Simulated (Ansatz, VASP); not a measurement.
# MoS2 in two plane-wave programs, part 2 of 2

One calculation is typed for both programs; each brings its own data sets. How far apart do they land? The cell is taken from a series of runs on this material, whose earlier steps may have relaxed, scaled, displaced or heated it; both programs get it as it stands.

VASP 6.6.1 and Ansatz 0.2.0.

So far: The starting structure; Ansatz: zone-centre phonons, PBEsol with D3(BJ).

## Step 3: VASP: zone-centre phonons, PBEsol with D3(BJ)

Level of this step: PBEsol with D3(BJ), no spin polarisation; plane waves and PAW (S, Mo_sv) (VASP).

The same cell, functional and mesh now go to VASP, with its own data sets.

Lines of VASP's logs that name or quote its potential files are left out, and so is its time.

Input file INCAR:

```
SYSTEM = MoS2
PREC = Accurate
ENCUT = 500
EDIFF = 1E-08
NELM = 120
ISMEAR = 0
SIGMA = 0.01
LREAL = .FALSE.
ALGO = Normal
GGA = PS
IVDW = 12
NBANDS = 32
LASPH = .TRUE.
LORBIT = 11
LWAVE = .FALSE.
LCHARG = .FALSE.
ISIF = 2
IBRION = 6
NFREE = 2
POTIM = 0.015
NSW = 1
GGA_COMPAT = .FALSE.
EFERMI = MIDGAP
KPAR = 2
```

Input file POSCAR:

```
MoS2
1.0
    3.0828661001      0.0000000000      0.0000000000
   -1.5414330501      2.6698403592      0.0000000000
    0.0000000000      0.0000000000     11.4328830025
S Mo
4 2
Direct
    0.3333333333      0.6666666667      0.6130182141
    0.6666666667      0.3333333333      0.1130182141
    0.3333333333      0.6666666667      0.8869817859
    0.6666666667      0.3333333333      0.3869817859
    0.3333333333      0.6666666667      0.2500000000
    0.6666666667      0.3333333333      0.7500000000
```

Input file KPOINTS:

```
Automatic mesh
0
Gamma
15 15 4
0 0 0
```

The projector-augmented-wave data sets are S and Mo_sv (PBE family, release 64).

Run with:

```sh
$ mpirun -np 2 vasp_std
```

Numbers of over 12 decimals in the logs are rounded to 6 here.

Output:

```text
[banner, memory and clock lines left out]
running    2 mpi-ranks, on    1 nodes
 distrk:  each k-point on    1 cores,    2 groups
 distr:  one band on    1 cores,    1 groups

 POSCAR found type information on POSCAR S Mo
 POSCAR found :  2 types and       6 ions
|                                                                             |
|               ----> ADVICE to this user running VASP <----                  |
|                                                                             |
|     You enforced a specific xc type in the INCAR file but a different       |
|     [... a line on the potential file left out ...]
|     I HOPE YOU KNOW WHAT YOU ARE DOING!                                     |
|                                                                             |

 LDA part: xc-table for (Slater+PW92), standard interpolation
 POSCAR, INCAR and KPOINTS ok, starting setup
 FFT: planning ... GRIDC
 FFT: planning ... GRID_SOFT
 FFT: planning ... GRID
 WAVECAR not read
 entering main loop
       N       E                     dE             d eps       ncg     rms          rms(c)
DAV:   1     0.448198597990E+03    0.44820E+03   -0.29290E+04  5640   0.152E+03
DAV:   2    -0.255896906753E+02   -0.47379E+03   -0.46152E+03  6280   0.399E+02
DAV:   3    -0.488884402395E+02   -0.23299E+02   -0.23099E+02  6704   0.789E+01
DAV:   4    -0.493196371323E+02   -0.43120E+00   -0.42998E+00  6232   0.107E+01
DAV:   5    -0.493298468424E+02   -0.10210E-01   -0.10204E-01  6688   0.153E+00    0.397E+01
DAV:   6    -0.472724142725E+02    0.20574E+01   -0.15289E+01  5712   0.225E+01    0.138E+01
DAV:   7    -0.470153189638E+02    0.25710E+00   -0.73354E+00  5696   0.142E+01    0.889E+00
DAV:   8    -0.466534202795E+02    0.36190E+00   -0.14776E+00  6272   0.695E+00    0.344E+00
DAV:   9    -0.466652316538E+02   -0.11811E-01   -0.14417E-01  6752   0.181E+00    0.149E+00
DAV:  10    -0.466558221600E+02    0.94095E-02   -0.59185E-02  6232   0.143E+00    0.311E-01
DAV:  11    -0.466557654681E+02    0.56692E-04   -0.28806E-03  6360   0.301E-01    0.209E-01
DAV:  12    -0.466557146960E+02    0.50772E-04   -0.23904E-04  6176   0.799E-02    0.122E-01
DAV:  13    -0.466556973998E+02    0.17296E-04   -0.19410E-04  6576   0.717E-02    0.294E-02
DAV:  14    -0.466556977925E+02   -0.39270E-06   -0.20954E-05  6096   0.265E-02    0.338E-02
DAV:  15    -0.466556971047E+02    0.68786E-06   -0.17912E-06  6320   0.854E-03    0.121E-02
DAV:  16    -0.466556966873E+02    0.41739E-06   -0.12197E-06  6184   0.626E-03    0.285E-03
DAV:  17    -0.466556967262E+02   -0.38945E-07   -0.89642E-08  5896   0.144E-03    0.990E-04
DAV:  18    -0.466556967218E+02    0.44074E-08   -0.47038E-08  5128   0.113E-03
   1 F= -.49177656E+02 E0= -.49177656E+02  d E =0.000000E+00
[... from here on, the cycles between the ionic steps are left out ...]
   2 F= -.49176450E+02 E0= -.49176450E+02  d E =0.000000E+00
   3 F= -.49176450E+02 E0= -.49176450E+02  d E =0.000000E+00
   4 F= -.49175617E+02 E0= -.49175617E+02  d E =0.000000E+00
   5 F= -.49175413E+02 E0= -.49175413E+02  d E =0.000000E+00
   6 F= -.49175158E+02 E0= -.49175158E+02  d E =0.000000E+00
   7 F= -.49175158E+02 E0= -.49175158E+02  d E =0.000000E+00
   8 F= -.49173959E+02 E0= -.49173959E+02  d E =0.000000E+00
 Finite differences progress:
  Degree of freedom:   4/  4
  Displacement:        1/  2
  Total:               7/  8
 bond charge predicted
       N       E                     dE             d eps       ncg     rms          rms(c)
DAV:   1    -0.466389595461E+02    0.13037E-01   -0.56547E+00  6400   0.164E+01    0.618E-01
DAV:   2    -0.466524872506E+02   -0.13528E-01   -0.14762E-01  7720   0.247E+00    0.172E-01
DAV:   3    -0.466520017183E+02    0.48553E-03   -0.24482E-03  8040   0.313E-01    0.914E-02
DAV:   4    -0.466519994495E+02    0.22688E-05   -0.88237E-04  7880   0.154E-01    0.564E-02
DAV:   5    -0.466519960855E+02    0.33640E-05   -0.59584E-05  7976   0.472E-02    0.393E-02
DAV:   6    -0.466519967793E+02   -0.69387E-06   -0.94311E-06  7936   0.218E-02    0.188E-02
DAV:   7    -0.466519960930E+02    0.68629E-06   -0.32363E-06  8048   0.106E-02    0.663E-03
DAV:   8    -0.466519959371E+02    0.15597E-06   -0.15995E-06  7792   0.719E-03    0.169E-03
DAV:   9    -0.466519959529E+02   -0.15802E-07   -0.94563E-08  7584   0.183E-03    0.108E-03
DAV:  10    -0.466519959573E+02   -0.44338E-08   -0.54043E-09  4424   0.407E-04
   9 F= -.49173959E+02 E0= -.49173959E+02  d E =0.000000E+00
 Finite differences progress:
  Degree of freedom:   4/  4
  Displacement:        2/  2
  Total:               8/  8
```

OUTCAR, selected parts (step 3):

```text
ion  position               nearest neighbor table
   1  0.333  0.667  0.613-   6 2.37   6 2.37   6 2.37
   2  0.667  0.333  0.113-   5 2.37   5 2.37   5 2.37
   3  0.333  0.667  0.887-   6 2.37   6 2.37   6 2.37
   4  0.667  0.333  0.387-   5 2.37   5 2.37   5 2.37
   5  0.333  0.667  0.250-   2 2.37   4 2.37   2 2.37   4 2.37   2 2.37   4 2.37
   6  0.667  0.333  0.750-   1 2.37   3 2.37   1 2.37   3 2.37   1 2.37   3 2.37

  LATTYP: Found a hexagonal cell.
 ALAT       =     3.0828661001
 C/A-ratio  =     3.7085240264

 Subroutine GETGRP returns: Found 24 space group operations
 (whereof 12 operations were pure point group operations)

The static configuration has the point symmetry D_3d.
 The point group associated with its full space group is D_6h.

 Found     81 irreducible k-points:

   k-points           NKPTS =     81   k-points in BZ     NKDIM =     81   number of bands    NBANDS=     32

   dimension x,y,z NGX =    24 NGY =   24 NGZ =   84
   dimension x,y,z NGXF=    48 NGYF=   48 NGZF=  168

   ENCUT  =  500.0 eV  36.75 Ry    6.06 a.u.   5.62  5.62 20.84*2*pi/ulx,y,z

   NELECT =      52.0000    total number of electrons

 k-points in reciprocal lattice and weights: Automatic mesh
   0.00000000  0.00000000  0.00000000       0.001
   0.06666667 -0.00000000  0.00000000       0.007
   0.13333333 -0.00000000  0.00000000       0.007
   0.20000000  0.00000000  0.00000000       0.007
   0.26666667 -0.00000000  0.00000000       0.007
   0.33333333  0.00000000  0.00000000       0.007
   0.40000000  0.00000000  0.00000000       0.007
   0.46666667  0.00000000  0.00000000       0.007
   0.06666667  0.06666667  0.00000000       0.007
[...]
-----------------------------------------------------------------------------------
    total drift:                                0.000000      0.000000     -0.000083

  FREE ENERGIE OF THE ION-ELECTRON SYSTEM (eV)
  ---------------------------------------------------
  free  energy   TOTEN  =       -49.1739588563 eV

  energy  without entropy=      -49.1739588563  energy(sigma->0) =      -49.17395886

 Eigenvectors and eigenvalues of the dynamical matrix
 ----------------------------------------------------

   1 f  =   14.594368 THz    91.699119 2PiTHz  486.815718 cm-1    60.357429 meV
             X         Y         Z           dx          dy          dz
     -0.000000  1.779894  7.008566     0.000000   -0.000000    0.395648
      1.541433  0.889947  1.292124     0.000000   -0.000000   -0.395648
     -0.000000  1.779894 10.140759     0.000000   -0.000000    0.395648
      1.541433  0.889947  4.424317     0.000000   -0.000000   -0.395648
     -0.000000  1.779894  2.858221    -0.000000    0.000000    0.432349
      1.541433  0.889947  8.574662    -0.000000    0.000000   -0.432349

   2 f  =   14.329860 THz    90.037167 2PiTHz  477.992683 cm-1    59.263513 meV
             X         Y         Z           dx          dy          dz
     -0.000000  1.779894  7.008566     0.000000    0.000000   -0.387088
      1.541433  0.889947  1.292124     0.000000    0.000000   -0.387088
     -0.000000  1.779894 10.140759     0.000000    0.000000   -0.387088
      1.541433  0.889947  4.424317     0.000000    0.000000   -0.387088
     -0.000000  1.779894  2.858221    -0.000000   -0.000000    0.447578
      1.541433  0.889947  8.574662    -0.000000   -0.000000    0.447578

   3 f  =   12.911092 THz    81.122786 2PiTHz  430.667686 cm-1    53.395964 meV
             X         Y         Z           dx          dy          dz
     -0.000000  1.779894  7.008566     0.000000   -0.000000    0.500000
      1.541433  0.889947  1.292124    -0.000000    0.000000    0.500000
     -0.000000  1.779894 10.140759     0.000000   -0.000000   -0.500000
      1.541433  0.889947  4.424317    -0.000000    0.000000   -0.500000
     -0.000000  1.779894  2.858221     0.000000   -0.000000    0.000000
      1.541433  0.889947  8.574662    -0.000000    0.000000    0.000000

   4 f  =   12.410355 THz    77.976562 2PiTHz  413.964893 cm-1    51.325082 meV
             X         Y         Z           dx          dy          dz
     -0.000000  1.779894  7.008566    -0.000000    0.000000    0.500000
      1.541433  0.889947  1.292124    -0.000000   -0.000000   -0.500000
     -0.000000  1.779894 10.140759    -0.000000    0.000000   -0.500000
      1.541433  0.889947  4.424317    -0.000000   -0.000000    0.500000
     -0.000000  1.779894  2.858221     0.000000    0.000000    0.000000
      1.541433  0.889947  8.574662     0.000000   -0.000000    0.000000

   5 f  =   11.856072 THz    74.493898 2PiTHz  395.475997 cm-1    49.032752 meV
             X         Y         Z           dx          dy          dz
     -0.000000  1.779894  7.008566     0.152615   -0.355693   -0.000000
      1.541433  0.889947  1.292124     0.152615   -0.355693   -0.000000
     -0.000000  1.779894 10.140759     0.152615   -0.355693   -0.000000
      1.541433  0.889947  4.424317     0.152615   -0.355693    0.000000
     -0.000000  1.779894  2.858221    -0.176505    0.411374   -0.000000
      1.541433  0.889947  8.574662    -0.176505    0.411374    0.000000

   6 f  =   11.856072 THz    74.493898 2PiTHz  395.475997 cm-1    49.032752 meV
             X         Y         Z           dx          dy          dz
     -0.000000  1.779894  7.008566    -0.355693   -0.152615    0.000000
      1.541433  0.889947  1.292124    -0.355693   -0.152615    0.000000
     -0.000000  1.779894 10.140759    -0.355693   -0.152615   -0.000000
      1.541433  0.889947  4.424317    -0.355693   -0.152615   -0.000000
     -0.000000  1.779894  2.858221     0.411374    0.176505    0.000000
      1.541433  0.889947  8.574662     0.411374    0.176505    0.000000

   7 f  =   11.812669 THz    74.221189 2PiTHz  394.028227 cm-1    48.853252 meV
             X         Y         Z           dx          dy          dz
     -0.000000  1.779894  7.008566     0.153395   -0.357511    0.000000
      1.541433  0.889947  1.292124    -0.153395    0.357511   -0.000000
     -0.000000  1.779894 10.140759     0.153395   -0.357511   -0.000000
      1.541433  0.889947  4.424317    -0.153395    0.357511    0.000000
     -0.000000  1.779894  2.858221     0.175148   -0.408210   -0.000000
      1.541433  0.889947  8.574662    -0.175148    0.408210    0.000000

   8 f  =   11.812669 THz    74.221189 2PiTHz  394.028226 cm-1    48.853252 meV
             X         Y         Z           dx          dy          dz
     -0.000000  1.779894  7.008566    -0.357511   -0.153395    0.000000
      1.541433  0.889947  1.292124     0.357511    0.153395   -0.000000
     -0.000000  1.779894 10.140759    -0.357511   -0.153395   -0.000000
      1.541433  0.889947  4.424317     0.357511    0.153395    0.000000
     -0.000000  1.779894  2.858221    -0.408210   -0.175148    0.000000
      1.541433  0.889947  8.574662     0.408210    0.175148    0.000000

   9 f  =    8.973469 THz    56.381969 2PiTHz  299.322709 cm-1    37.111269 meV
             X         Y         Z           dx          dy          dz
     -0.000000  1.779894  7.008566    -0.197150    0.459491    0.000000
      1.541433  0.889947  1.292124    -0.197150    0.459491   -0.000000
     -0.000000  1.779894 10.140759     0.197150   -0.459491   -0.000000
      1.541433  0.889947  4.424317     0.197150   -0.459491    0.000000
     -0.000000  1.779894  2.858221     0.000000   -0.000000   -0.000000
      1.541433  0.889947  8.574662     0.000000   -0.000000    0.000000

  10 f  =    8.973469 THz    56.381969 2PiTHz  299.322709 cm-1    37.111269 meV
             X         Y         Z           dx          dy          dz
     -0.000000  1.779894  7.008566    -0.459491   -0.197150    0.000000
      1.541433  0.889947  1.292124    -0.459491   -0.197150    0.000000
     -0.000000  1.779894 10.140759     0.459491    0.197150    0.000000
      1.541433  0.889947  4.424317     0.459491    0.197150    0.000000
     -0.000000  1.779894  2.858221    -0.000000    0.000000    0.000000
      1.541433  0.889947  8.574662     0.000000   -0.000000    0.000000

  11 f  =    8.751688 THz    54.988480 2PiTHz  291.924902 cm-1    36.194059 meV
             X         Y         Z           dx          dy          dz
     -0.000000  1.779894  7.008566    -0.197151    0.459491    0.000000
      1.541433  0.889947  1.292124     0.197151   -0.459491   -0.000000
     -0.000000  1.779894 10.140759     0.197151   -0.459491   -0.000000
      1.541433  0.889947  4.424317    -0.197151    0.459491    0.000000
     -0.000000  1.779894  2.858221    -0.000000   -0.000000    0.000000
      1.541433  0.889947  8.574662    -0.000000    0.000000    0.000000

  12 f  =    8.751688 THz    54.988480 2PiTHz  291.924902 cm-1    36.194059 meV
             X         Y         Z           dx          dy          dz
     -0.000000  1.779894  7.008566     0.459491    0.197151    0.000000
      1.541433  0.889947  1.292124    -0.459491   -0.197151   -0.000000
     -0.000000  1.779894 10.140759    -0.459491   -0.197151   -0.000000
      1.541433  0.889947  4.424317     0.459491    0.197151    0.000000
     -0.000000  1.779894  2.858221    -0.000000    0.000000   -0.000000
      1.541433  0.889947  8.574662    -0.000000   -0.000000   -0.000000

  13 f  =    2.977486 THz    18.708097 2PiTHz   99.318248 cm-1    12.313888 meV
             X         Y         Z           dx          dy          dz
     -0.000000  1.779894  7.008566    -0.000000   -0.000000   -0.305717
      1.541433  0.889947  1.292124     0.000000    0.000000    0.305717
     -0.000000  1.779894 10.140759    -0.000000   -0.000000   -0.305717
      1.541433  0.889947  4.424317     0.000000    0.000000    0.305717
     -0.000000  1.779894  2.858221     0.000000    0.000000    0.559531
      1.541433  0.889947  8.574662    -0.000000   -0.000000   -0.559531
    [... 42 further lines ...]
      1.541433  0.889947  4.424317    -0.140793    0.283493   -0.000000
     -0.000000  1.779894  2.858221    -0.243473    0.490244   -0.000000
      1.541433  0.889947  8.574662    -0.243473    0.490244   -0.000000

 ELASTIC MODULI CONTR FROM IONIC RELAXATION (kBar)
 Direction    XX          YY          ZZ          XY          YZ          ZX
 --------------------------------------------------------------------------------
 XX        -487.1293   -281.7879   -957.8529      0.0000     -0.0000      0.0000
 YY        -281.7879   -487.1293   -957.8529      0.0000      0.0000      0.0000
 ZZ        -957.8529   -957.8529  -2386.4267      0.0000      0.0000      0.0000
 XY           0.0000      0.0000      0.0000   -102.6707     -0.0000      0.0000
 YZ           0.0000      0.0000      0.0000     -0.0000  -1373.4040      0.0000
 ZX           0.0000      0.0000      0.0000      0.0000      0.0000  -1373.4034
 --------------------------------------------------------------------------------

 total charge
# of ion       s       p       d       tot
------------------------------------------
    1        1.362   2.337   0.000   3.699
    2        1.362   2.337   0.000   3.699
    3        1.362   2.337   0.000   3.699
    4        1.362   2.337   0.000   3.699
    5        2.309   6.246   4.059  12.615
    6        2.309   6.246   4.059  12.615
--------------------------------------------------
tot         10.067  21.839   8.118  40.024
```

CONTCAR:

```
MoS2
   1.00000000000000
     3.0828661001000000    0.0000000000000000    0.0000000000000000
    -1.5414330501000000    2.6698403592000002    0.0000000000000000
     0.0000000000000000    0.0000000000000000   11.4328830025000006
  S               Mo
     4     2
Direct
     0.3333333332999970    0.6666666667000030    0.6130182141000020
     0.6666666667000030    0.3333333332999970    0.1130182141000020
     0.3333333332999970    0.6666666667000030    0.8869817858999980
     0.6666666667000030    0.3333333332999970    0.3869817858999980
     0.3333333332999970    0.6666666667000030    0.2486879949705844
     0.6666666667000030    0.3333333332999970    0.7500000000000000
```

Levels, forces or a CONTCAR printed for this step are those of its last displaced cell, not of the structure at rest.

## Step 4: Side by side

Known differences besides the potentials themselves: fixed occupations in Ansatz, narrow Gaussian smearing in VASP; the cutoff is 420 eV in Ansatz and 500 eV in VASP; Ansatz makes its cores anew for this functional, VASP keeps those of its PBE data sets; Ansatz takes the dispersion share of the force constants at frozen C6 weights, VASP differentiates the full forces; VASP uses finite displacements, Ansatz perturbation theory. Total energies have different zeros and are not compared.

Compared:

```tsv
quantity	Ansatz	VASP	difference
optical mode 1 to 2 (cm⁻¹)	55.8	56.0	-0.46 %
optical mode 3 (cm⁻¹)	98.8	99.3	-0.50 %
optical mode 4 to 5 (cm⁻¹)	292.3	291.9	+0.14 %
optical mode 6 to 7 (cm⁻¹)	299.6	299.3	+0.09 %
optical mode 8 to 9 (cm⁻¹)	394.3	394.0	+0.06 %
optical mode 10 to 11 (cm⁻¹)	395.8	395.5	+0.07 %
optical mode 12 (cm⁻¹)	414.6	414.0	+0.16 %
optical mode 13 (cm⁻¹)	431.0	430.7	+0.07 %
optical mode 14 (cm⁻¹)	477.8	478.0	-0.04 %
optical mode 15 (cm⁻¹)	486.8	486.8	-0.01 %
```

Modes are paired by rising frequency, not by their patterns, so a pair may set unlike modes beside each other; they are those without the splitting of longitudinal modes.

## Step 5: Summary of results

```json
{
  "r.m.s. difference of the optical zone-centre modes, each program's sorted by frequency (zone-centre phonons, PBEsol with D3(BJ))": "0.34 cm⁻¹",
  "difference in optical mode 3 (zone-centre phonons, PBEsol with D3(BJ))": "-0.5 %"
}
```

In words: The r.m.s. difference of the optical zone-centre modes, each program's sorted by frequency is 0.34 cm⁻¹ (zone-centre phonons, PBEsol with D3(BJ)). Among the rows given in per cent, the largest difference of the zone-centre phonons, PBEsol with D3(BJ) pair is in optical mode 3, -0.5 %. Such differences can come from data sets, numerical settings and the points named under the comparisons, not from the functional's error against experiment.

[Lines on the potential files, build, host, timing and source positions are cut from VASP's logs without a mark.]

[Logs are printed without paths, hosts, clocks, repeated set-up lines and the standing remarks that a program may print on its own settings, such as how far it seeks lower states.]

[Hosts, paths, dates, database ids (printed as entryN), source tags and the programs' standing remarks are cut or masked in the printed files.]
